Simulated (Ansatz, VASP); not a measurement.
## Two plane-wave programs on Si3Sn

```
Si Sn
1.0
     4.03764    0.00000    0.00000
     0.00000    4.03764    0.00000
     0.00000    0.00000    5.74862
Si Sn
3 1
Direct
  0.50000 0.00000 0.77460
  0.50000 0.50000 0.00000
  0.00000 0.50000 0.22540
  0.00000 0.00000 0.50000
```

The cell was built by a generator and needn't be a form met in nature.

Alike in both runs: task single point; functional r2SCAN; k mesh 4 × 4 × 4; no spin polarisation.

|  | VASP | Ansatz |
| --- | --- | --- |
| version | VASP 6.6.1 | Ansatz 0.2.0 |
| potentials or method | VASP PAW PBE potentials, release 64 (Si, Sn_d) | plane waves, PAW |
| plane-wave cutoff (eV) | 520 | 500 |
| occupations | gaussian, width 0.01 eV | fixed |
| valence electrons in the cell | 26 | 26 |

|  | VASP | Ansatz | Ansatz less VASP |
| --- | --- | --- | --- |
| gap on the k mesh at the Fermi level (eV) | 0.41 | 0.40 | -0.009 |
| pressure (GPa) | -0.1 | 0.1 | +0.16 |
| largest component of the traceless stress (GPa) | 0.60 | 0.62 | +0.013 |
| rms of the force components (eV/Å) | 0.013 | 0.012 | -0.0019 |

Atom by atom the forces differ by 0.002 eV/Å (rms over components).

Caveats: the PAW data sets were made with another functional, which shifts forces and pressure a little (VASP); spin-orbit coupling is left out, which moves the levels of the heavy elements. A k mesh can miss the band edges. r2SCAN opens gaps a little over a GGA but as a rule still falls short of measured ones.
